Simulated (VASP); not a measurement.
# Zr2ZnN2 (P6_3/mmc) in VASP: further runs, part 2 of 2

VASP 6.6.1. The steps go on from the part before.

### 3 Relaxation of cell and atoms, PBE

This run uses another cell than the first one, of 16.37 Å³/atom, 0.995 times its volume.

File INCAR:

```
SYSTEM = Zr2ZnN2
ALGO     = Normal         ! electronic algorithm
EDIFF    = 1E-7           ! SCF threshold, eV
EDIFFG   = -0.005         ! ionic threshold
ENCUT    = 520            ! plane-wave cutoff, eV
GGA      = PE             ! functional
IBRION   = 2              ! ionic algorithm
ISIF     = 3              ! what is computed and relaxed
ISMEAR   = 0              ! smearing method
KPAR     = 4            
LASPH    = .TRUE.         ! aspherical terms in the spheres
LCHARG   = .FALSE.        ! write CHGCAR
LREAL    = .FALSE.        ! projectors in reciprocal space
LWAVE    = .FALSE.        ! write WAVECAR
NELM     = 120            ! most SCF steps
NSW      = 60             ! ionic steps
POTIM    = 0.3            ! step
PREC     = Accurate       ! precision mode
SIGMA    = 0.1            ! smearing width, eV
```

File KPOINTS:

```
k-points
0
G
  10 10 2
  0 0 0
```

File POSCAR:

```
Zr2ZnN2                                 
1.0
    3.6024825581      0.0000000000      0.0000000000
   -1.8012412790      3.1198414089     -0.0000000000
    0.0000000000     -0.0000000000     14.5610169585
  Zr              Zn              N             
     4     2     4
Direct
     0.3333333300000021    0.6666666699999979    0.9104365604980522
     0.6666666699999979    0.3333333300000021    0.0895634395019478
     0.6666666699999979    0.3333333300000021    0.4104365604980522
     0.3333333300000021    0.6666666699999979    0.5895634395019478
     0.0000000000000000    0.0000000000000000    0.7500000000000000
     0.0000000000000000    0.0000000000000000    0.2500000000000000
     0.6666666699999979    0.3333333300000021    0.9370595194006939
     0.3333333300000021    0.6666666699999979    0.0629404805993062
     0.3333333300000021    0.6666666699999979    0.4370595194006938
     0.6666666699999979    0.3333333300000021    0.5629404805993061
```

Potentials or basis: VASP PAW PBE potentials, release 64 (Zr_sv, Zn, N).

Command:

```bash
cat potpaw_PBE.64/Zr_sv/POTCAR potpaw_PBE.64/Zn/POTCAR potpaw_PBE.64/N/POTCAR > POTCAR
mpirun -np 4 vasp_std > vasp.out
```

OUTCAR:

```text
SYSTEM = Zr2ZnN2
   EDIFF = 1E-7
   EDIFFG = -0.005
   ENCUT = 520
   GGA = PE
   IBRION = 2
   ISIF = 3
   ISMEAR = 0
   LASPH = .TRUE.
   LREAL = .FALSE.
   NELM = 120
   NSW = 60
   POTIM = 0.3
   PREC = Accurate

 ion  position               nearest neighbor table
   1  0.333  0.667  0.910-   7 2.12   7 2.12   7 2.12   8 2.22   5 3.13   5 3.13   5 3.13   2 3.34
                             2 3.34   2 3.34
   2  0.667  0.333  0.090-   8 2.12   8 2.12   8 2.12   7 2.22   6 3.13   6 3.13   6 3.13   1 3.34
                             1 3.34   1 3.34
   3  0.667  0.333  0.410-   9 2.12   9 2.12   9 2.12  10 2.22   6 3.13   6 3.13   6 3.13   4 3.34
                             4 3.34   4 3.34
   4  0.333  0.667  0.590-  10 2.12  10 2.12  10 2.12   9 2.22   5 3.13   5 3.13   5 3.13   3 3.34
                             3 3.34   3 3.34
   5  0.000  0.000  0.750-   1 3.13   4 3.13   1 3.13   4 3.13   1 3.13   4 3.13
   6  0.000  0.000  0.250-   2 3.13   3 3.13   2 3.13   3 3.13   2 3.13   3 3.13
   7  0.667  0.333  0.937-   1 2.12   1 2.12   1 2.12   2 2.22
[... 277 lines left out ...]
      5     -21.1528      2.00000
      6     -21.1476      2.00000
[... 1381 lines left out ...]
     54       8.9691      0.00000
     55       9.2199      0.00000

 [... further k-points ...]

------------------------ aborting loop because EDIFF is reached ----------------------------------------

  FORCE on cell =-STRESS in cart. coord.  units (eV):
  Direction    XX          YY          ZZ          XY          YZ          ZX
  --------------------------------------------------------------------------------------
  -------------------------------------------------------------------------------------
  Total       -0.0266406     -0.0266406     -0.0196546     -0.0000000      0.0000000     -0.0000000
  in kB       -0.2607336     -0.2607336     -0.1923614     -0.0000000      0.0000000     -0.0000000
  external PRESSURE =      -0.2379429 kB  Pullay stress =       0.0000000 kB

 VOLUME and BASIS-vectors are now :
 -----------------------------------------------------------------------------
  energy-cutoff  :      520.00
  volume of cell :      163.70
      direct lattice vectors                 reciprocal lattice vectors
     3.602906980  0.000000000  0.000000000     0.277553655  0.160245677  0.000000000
    -1.801453490  3.120208969 -0.000000000    -0.000000000  0.320491355 -0.000000000
    -0.000000000  0.000000000 14.561967060    -0.000000000  0.000000000  0.068672041

 POSITION                                       TOTAL-FORCE (eV/Angst)
 -----------------------------------------------------------------------------------
     -0.00000      2.08014     13.25747        -0.000000      0.000000     -0.000969
      1.80145      1.04007      1.30450         0.000000     -0.000000      0.000969
      1.80145      1.04007      5.97648         0.000000     -0.000000     -0.000969
     -0.00000      2.08014      8.58548        -0.000000      0.000000      0.000969
     -1.80145      3.12021     10.92148         0.000000      0.000000      0.000000
      1.80145      3.12021      3.64049         0.000000      0.000000      0.000000
      1.80145      1.04007     13.64551         0.000000     -0.000000      0.000469
     -0.00000      2.08014      0.91645        -0.000000      0.000000     -0.000469
     -0.00000      2.08014      6.36453        -0.000000      0.000000      0.000469
      1.80145      1.04007      8.19744         0.000000     -0.000000     -0.000469
 -----------------------------------------------------------------------------------
    total drift:                               -0.000000     -0.000000     -0.000000

  FREE ENERGIE OF THE ION-ELECTRON SYSTEM (eV)
  ---------------------------------------------------
  free  energy   TOTEN  =       -80.0160795031 eV

  energy  without entropy=      -79.9941142328  energy(sigma->0) =      -80.00509687

 reached required accuracy - stopping structural energy minimisation
```

CONTCAR:

```text
Zr2ZnN2
   1.00000000000000
     3.6029069802770164    0.0000000000000068    0.0000000000000000
    -1.8014534900884962    3.1202089692861246   -0.0000000000000000
    -0.0000000000000000    0.0000000000000000   14.5619670602856903
  Zr              Zn              N
     4     2     4
Direct
     0.3333333300000021    0.6666666699999979    0.9104172262027311
     0.6666666699999979    0.3333333300000021    0.0895827737972760
     0.6666666699999979    0.3333333300000021    0.4104172262027311
     0.3333333300000021    0.6666666699999979    0.5895827737972689
     0.0000000000000000    1.0000000000000000    0.7500000000000000
     1.0000000000000000    1.0000000000000000    0.2500000000000000
     0.6666666699999979    0.3333333300000021    0.9370651964421144
     0.3333333300000021    0.6666666699999979    0.0629348035578856
     0.3333333300000021    0.6666666699999979    0.4370651964421144
     0.6666666699999979    0.3333333300000021    0.5629348035578856

  0.00000000E+00  0.00000000E+00  0.00000000E+00
  0.00000000E+00  0.00000000E+00  0.00000000E+00
  0.00000000E+00  0.00000000E+00  0.00000000E+00
  0.00000000E+00  0.00000000E+00  0.00000000E+00
  0.00000000E+00  0.00000000E+00  0.00000000E+00
  0.00000000E+00  0.00000000E+00  0.00000000E+00
  0.00000000E+00  0.00000000E+00  0.00000000E+00
  0.00000000E+00  0.00000000E+00  0.00000000E+00
  0.00000000E+00  0.00000000E+00  0.00000000E+00
  0.00000000E+00  0.00000000E+00  0.00000000E+00
```

It took 2.8 min on 4 MPI ranks of Intel Xeon Platinum 8488C (Sapphire Rapids), shared host; peak memory 0.42 GiB.

What came out:

```
Free energy                            : -80.0161 eV
Relaxed volume                         : 16.37 Å³/atom
Relaxed cell                           : a = 3.603 Å, b = 3.603 Å, c = 14.562 Å, α = 90.00°, β = 90.00°, γ = 120.00°
Space group after relaxing (to 0.05 Å) : P6_3/mmc (No. 194)
Energy gained by relaxing              : 0.0 meV/atom
Ionic steps                            : 2
Pressure after relaxing                : 0.0 GPa
Band gap on the k mesh                 : none (metal or under the smearing width)
```

Final structure:
```
CELL_PARAMETERS angstrom
3.60291 0.00000 0.00000
-1.80145 3.12021 0.00000
0.00000 0.00000 14.56197
ATOMIC_POSITIONS crystal
Zr 0.33333 0.66667 0.91042
Zr 0.66667 0.33333 0.08958
Zr 0.66667 0.33333 0.41042
Zr 0.33333 0.66667 0.58958
Zn 0.00000 0.00000 0.75000
Zn 0.00000 0.00000 0.25000
N 0.66667 0.33333 0.93707
N 0.33333 0.66667 0.06293
N 0.33333 0.66667 0.43707
N 0.66667 0.33333 0.56293
```
